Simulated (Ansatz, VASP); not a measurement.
# Cross-check of Ni (Ni(100)) between VASP and Ansatz, part 2 of 2

Wanted: the spread between two codes on one cell, functional and k mesh. The cell is taken from a series of runs on this material, whose earlier steps may have relaxed, scaled, displaced or heated it; both programs get it as it stands.

VASP 6.6.1 and Ansatz 0.2.0.

So far: Starting point; Ansatz: single point, r2SCAN.

### 3. VASP: single point, r2SCAN

Level of this step: r2SCAN, spin-polarised from a ferromagnetic start; plane waves and PAW (Ni) (VASP).

The same cell, functional, mesh and smearing now go to VASP, with its own data sets.

Lines of VASP's logs that name or quote its potential files are left out, and so is its time.

INCAR reads:

```
SYSTEM = Ni
PREC = Accurate
ENCUT = 580
EDIFF = 1E-06
NELM = 200
ISMEAR = -1
SIGMA = 0.1
LREAL = .FALSE.
ALGO = Normal
METAGGA = R2SCAN
LASPH = .TRUE.
NBANDS = 50
ISPIN = 2
MAGMOM = 0.88 0.83 0.82 0.81 0.82 0.83 0.88
LMAXMIX = 4
LORBIT = 11
LWAVE = .FALSE.
LCHARG = .FALSE.
ISIF = 2
LDIPOL = .TRUE.
IDIPOL = 3
DIPOL = 0.5 0.5 0.5
LVHAR = .TRUE.
GGA_COMPAT = .FALSE.
NELMDL = -8
LMIXTAU = .TRUE.
KPAR = 2
```

POSCAR reads:

```
Ni
1.0
    2.4890158698      0.0000000000      0.0000000000
    0.0000000000      2.4890158698      0.0000000000
    0.0000000000      0.0000000000     28.5600000000
Ni
7
Direct
    0.0000000000      0.0000000000      0.3151260504
    0.5000000000      0.5000000000      0.3767507003
    0.0000000000      0.0000000000      0.4383753501
    0.5000000000      0.5000000000      0.5000000000
    0.0000000000      0.0000000000      0.5616246499
    0.5000000000      0.5000000000      0.6232492997
    0.0000000000      0.0000000000      0.6848739496
```

KPOINTS reads:

```
Automatic mesh
0
Gamma
16 16 1
0 0 0
```

The projector-augmented-wave data sets are Ni (PBE family, release 64).

Started as:

```console
mpirun -np 2 vasp_std
```

Numbers of over 12 decimals in the logs are rounded to 6 here.

Output:

```text
[banner, memory and clock lines left out]
running    2 mpi-ranks, on    1 nodes
 distrk:  each k-point on    1 cores,    2 groups
 distr:  one band on    1 cores,    1 groups

 POSCAR found type information on POSCAR Ni
 POSCAR found :  1 types and       7 ions
|                                                                             |
|               ----> ADVICE to this user running VASP <----                  |
|                                                                             |
|     You enforced a specific xc type in the INCAR file but a different       |
|     [... a line on the potential file left out ...]
|     I HOPE YOU KNOW WHAT YOU ARE DOING!                                     |
|                                                                             |

 LDA part: xc-table for (None), standard interpolation
 POSCAR, INCAR and KPOINTS ok, starting setup
 FFT: planning ... GRIDC
 FFT: planning ... GRID_SOFT
 FFT: planning ... GRID
 WAVECAR not read
 entering main loop
       N       E                     dE             d eps       ncg     rms          rms(c)
DAV:   1     0.503528919480E+03    0.50353E+03   -0.33622E+04  9000   0.176E+03
DAV:   2    -0.493280329520E+02   -0.55286E+03   -0.52424E+03  9008   0.361E+02
DAV:   3    -0.973677151648E+02   -0.48040E+02   -0.44655E+02  9614   0.146E+02
DAV:   4    -0.983822423877E+02   -0.10145E+01   -0.10109E+01  9984   0.235E+01
DAV:   5    -0.983999905142E+02   -0.17748E-01   -0.17747E-01 13894   0.208E+00
DAV:   6    -0.984001709221E+02   -0.18041E-03   -0.18041E-03 12366   0.238E-01
DAV:   7    -0.984001773559E+02   -0.64338E-05   -0.64338E-05 13720   0.374E-02
DAV:   8    -0.984001774919E+02   -0.13603E-06   -0.13595E-06  7274   0.600E-03    0.271E+01
DAV:   9    -0.971779059019E+02    0.12223E+01   -0.87721E+01 10154   0.130E+02    0.370E+01
DAV:  10    -0.104497746044E+03   -0.73198E+01   -0.66363E+01 10300   0.158E+02    0.437E+01
DAV:  11    -0.942155236891E+02    0.10282E+02   -0.35674E+01 13134   0.868E+01    0.348E+01
DAV:  12    -0.888545579369E+02    0.53610E+01   -0.16507E+01 12460   0.551E+01    0.188E+01
DAV:  13    -0.882606136353E+02    0.59394E+00   -0.13115E+01 12002   0.622E+01    0.219E+01
DAV:  14    -0.868279345709E+02    0.14327E+01   -0.22338E+00 10480   0.334E+01    0.148E+01
[...]
DAV:  96    -0.817001798999E+02    0.14767E-04   -0.18738E-06  7072   0.939E-03    0.360E-03
DAV:  97    -0.817001623903E+02    0.17510E-04   -0.73197E-06  8470   0.183E-02    0.403E-03
DAV:  98    -0.817001573351E+02    0.50553E-05   -0.65394E-07  6700   0.542E-03    0.431E-03
DAV:  99    -0.817001594086E+02   -0.20735E-05   -0.21879E-06  7082   0.998E-03    0.432E-03
DAV: 100    -0.817001582986E+02    0.11100E-05   -0.29286E-07  6042   0.375E-03    0.438E-03
DAV: 101    -0.817001625284E+02   -0.42297E-05   -0.10085E-06  6662   0.673E-03    0.421E-03
DAV: 102    -0.817001637337E+02   -0.12053E-05   -0.70049E-07  6456   0.592E-03    0.416E-03
DAV: 103    -0.817001633692E+02    0.36445E-06   -0.10294E-08  5434   0.655E-04
   1 F= -.81700163E+02 E0= -.81544182E+02  d E =-.311963E+00  mag=     5.2215
```

OUTCAR, selected parts (step 3):

```text
ion  position               nearest neighbor table
   1  0.000  0.000  0.315-   2 2.49   2 2.49   2 2.49   2 2.49
   2  0.500  0.500  0.377-   3 2.49   3 2.49   3 2.49   3 2.49   1 2.49   1 2.49   1 2.49   1 2.49

  LATTYP: Found a simple tetragonal cell.
 ALAT       =     2.4890158698
 C/A-ratio  =    11.4744145855

 Subroutine GETGRP returns: Found 16 space group operations
 (whereof 16 operations were pure point group operations)

The static configuration has the point symmetry D_4h.

 Found     45 irreducible k-points:

   k-points           NKPTS =     45   k-points in BZ     NKDIM =     45   number of bands    NBANDS=     50

   dimension x,y,z NGX =    20 NGY =   20 NGZ =  224
   dimension x,y,z NGXF=    40 NGYF=   40 NGZF=  448

   ENCUT  =  580.0 eV  42.63 Ry    6.53 a.u.   4.89  4.89 56.08*2*pi/ulx,y,z

   NELECT =      70.0000    total number of electrons

 k-points in reciprocal lattice and weights: Automatic mesh
   0.00000000  0.00000000  0.00000000       0.004
   0.06250000  0.00000000  0.00000000       0.016
   0.12500000  0.00000000  0.00000000       0.016
   0.18750000  0.00000000  0.00000000       0.016
   0.25000000  0.00000000  0.00000000       0.016
   0.31250000  0.00000000  0.00000000       0.016
   0.37500000  0.00000000  0.00000000       0.016
   0.43750000  0.00000000  0.00000000       0.016
   0.50000000  0.00000000  0.00000000       0.008
[...]
0.50000000  0.43750000  0.00000000       0.016
   0.50000000  0.50000000  0.00000000       0.004

 dipolmoment           0.000000      0.000000     -0.000000 electrons x Angstroem

 average (electrostatic) potential at core
       1 -95.1156       2 -95.4393       3 -95.4391       4 -95.4352       5 -95.4391
       6 -95.4393       7 -95.1156

 E-fermi :   1.2544

 spin component 1
 k-point     1 :       0.0000    0.0000    0.0000
  band No.  band energies     occupation
    ...
     37       0.2346      0.99996
     38       0.2346      0.99996
     39       0.2869      0.99994
     40       0.3226      0.99991
     41       0.8240      0.98666
     42       2.2625      0.00004
     43       3.2843      0.00000
     44       6.1691      0.00000
     45       6.4397      0.00000
     46       7.0175      0.00000
    ...

 k-point     2 :       0.0625    0.0000    0.0000
  band No.  band energies     occupation
    ...
     37       0.1938      0.99998
     38       0.2203      0.99997
     39       0.2918      0.99993
     40       0.2959      0.99993
     41       1.0849      0.84478
     42       2.4854      0.00000
     43       3.5399      0.00000
     44       6.2648      0.00000
     45       6.5407      0.00000
     46       7.1125      0.00000
    ...

 k-point     3 :       0.1250    0.0000    0.0000
  band No.  band energies     occupation
    ...
     36       0.1675      0.99998
     37       0.1890      0.99998
     38       0.2652      0.99995
     39       0.2836      0.99994
     40       0.3595      0.99987
     41       1.6057      0.02894
     42       3.0352      0.00000
     43       4.1843      0.00000
     44       6.5515      0.00000
     45       6.8443      0.00000
    ...

 k-point     4 :       0.1875    0.0000    0.0000
  band No.  band energies     occupation
    ...
     36       0.1073      0.99999
     37       0.1848      0.99998
     38       0.2459      0.99996
     39       0.2642      0.99995
     40       0.8006      0.98941
     41       2.2256      0.00006
     42       3.7597      0.00000
     43       5.0437      0.00000
     44       7.0270      0.00000
     45       7.3514      0.00000
    ...

 k-point     5 :       0.2500    0.0000    0.0000
  band No.  band energies     occupation
    ...
     35       0.1027      0.99999
     36       0.1440      0.99998
     37       0.1451      0.99998
     38       0.2285      0.99996
     39       0.2386      0.99996
     40       1.2834      0.42791
     41       2.9021      0.00000
     42       4.5748      0.00000
     43       6.0129      0.00000
     44       7.6786      0.00000
    ...

 k-point     6 :       0.3125    0.0000    0.0000
  band No.  band energies     occupation
    ...
     35       0.0592      0.99999
     36       0.1202      0.99999
     37       0.1954      0.99997
     38       0.2227      0.99997
     39       0.3980      0.99981
     40       1.7956      0.00444
     41       3.5657      0.00000
     42       5.3057      0.00000
     43       6.8768      0.00000
     44       7.0554      0.00000
    ...

  Total       -5.3104528     -5.3104528     -3.7905372      0.0000000      0.0000000     -0.0000000
  in kB      -48.0871016    -48.0871016    -34.3239938      0.0000000      0.0000000     -0.0000000
  external PRESSURE =     -43.4993990 kB  Pullay stress =       0.0000000 kB

  energy-cutoff  :      580.00
  volume of cell :      176.93
      direct lattice vectors                 reciprocal lattice vectors
     2.489015870  0.000000000  0.000000000     0.401765217  0.000000000  0.000000000
     0.000000000  2.489015870  0.000000000     0.000000000  0.401765217  0.000000000
     0.000000000  0.000000000 28.560000000     0.000000000  0.000000000  0.035014006

 POSITION                                       TOTAL-FORCE (eV/Angst)
 -----------------------------------------------------------------------------------
      0.00000      0.00000      9.00000         0.000000      0.000000      0.605346
      1.24451      1.24451     10.76000        -0.000000     -0.000000     -0.389056
      0.00000      0.00000     12.52000         0.000000     -0.000000      0.044428
      1.24451      1.24451     14.28000        -0.000000      0.000000      0.000000
      0.00000      0.00000     16.04000        -0.000000     -0.000000     -0.044428
      1.24451      1.24451     17.80000         0.000000      0.000000      0.389056
      0.00000      0.00000     19.56000        -0.000000      0.000000     -0.605346
 -----------------------------------------------------------------------------------
    total drift:                               -0.000000      0.000000     -0.000000

  FREE ENERGIE OF THE ION-ELECTRON SYSTEM (eV)
  ---------------------------------------------------
  free  energy   TOTEN  =       -81.7001633692 eV

  energy  without entropy=      -81.3881998707  energy(sigma->0) =      -81.54418162

 vacuum level on the upper side and lower side of the slab         6.181         6.181

 total charge
# of ion       s       p       d       tot
------------------------------------------
    1        0.483   0.351   8.315   9.149
    2        0.508   0.513   8.311   9.332
    3        0.513   0.517   8.311   9.342
    4        0.513   0.515   8.313   9.341
    5        0.513   0.517   8.311   9.342
    6        0.508   0.513   8.311   9.332
    7        0.483   0.351   8.315   9.149
--------------------------------------------------
tot          3.523   3.276  58.186  64.985

 magnetization (x)
# of ion       s       p       d       tot
------------------------------------------
    1       -0.006  -0.032   0.866   0.828
    2       -0.011  -0.040   0.814   0.762
    3       -0.010  -0.043   0.808   0.755
    4       -0.010  -0.043   0.798   0.745
    5       -0.010  -0.043   0.808   0.755
    6       -0.011  -0.040   0.814   0.762
    7       -0.006  -0.032   0.866   0.828
--------------------------------------------------
tot         -0.064  -0.274   5.774   5.436

[... 6 further parts left out ...]
```

SCAN-type functionals tend to overstate the moments of itinerant magnets.

### 4. Differences

Known differences besides the potentials themselves: VASP starts from the moments at which Ansatz ended; VASP keeps PBE cores, Ansatz makes them for the functional; the data sets hold 126 valence electrons in Ansatz (on its default PAW (the set named soft_2) files) and 70 in VASP; the cutoff is 500 eV in Ansatz and 580 eV in VASP; site moments are counted in spheres of each program's own size. Total energies have different zeros and are not compared.

Both answers:

```csv
quantity,Ansatz,VASP,difference
total moment (μB),5.35,5.22,+0.13
moment on Ni1 (μB),0.88,0.83,+0.05
moment on Ni7 (μB),0.88,0.83,+0.05
moment on Ni6 (μB),0.83,0.76,+0.06
moment on Ni2 (μB),0.83,0.76,+0.06
moment on Ni5 (μB),0.82,0.76,+0.06
moment on Ni3 (μB),0.82,0.76,+0.06
moment on Ni4 (μB),0.81,0.74,+0.07
"work function, lower of the two faces (eV)",4.94,4.93,+0.02
"work function, higher of the two faces (eV)",4.94,4.93,+0.02
```

With vacuum in the cell, a pressure given here is an average over mostly empty space and none of the material.

### 5. Results

* difference in work function, higher of the two faces (single point, r2SCAN): 0.016 eV

**Reading.** The difference in work function, higher of the two faces is 0.016 eV (single point, r2SCAN). The data sets hold unlike numbers of valence electrons (126 in Ansatz and 70 in VASP), so part of the differences comes from the potentials. Such differences can come from data sets, numerical settings and the points named under the comparisons, not from the functional's error against experiment.

[Lines on the potential files, build, host, timing and source positions are cut from VASP's logs without a mark.]

[Logs are printed without paths, hosts, clocks, repeated set-up lines and the standing remarks that a program may print on its own settings, such as how far it seeks lower states.]

[Hosts, paths, dates, database ids (printed as entryN), source tags and the programs' standing remarks are cut or masked in the printed files.]
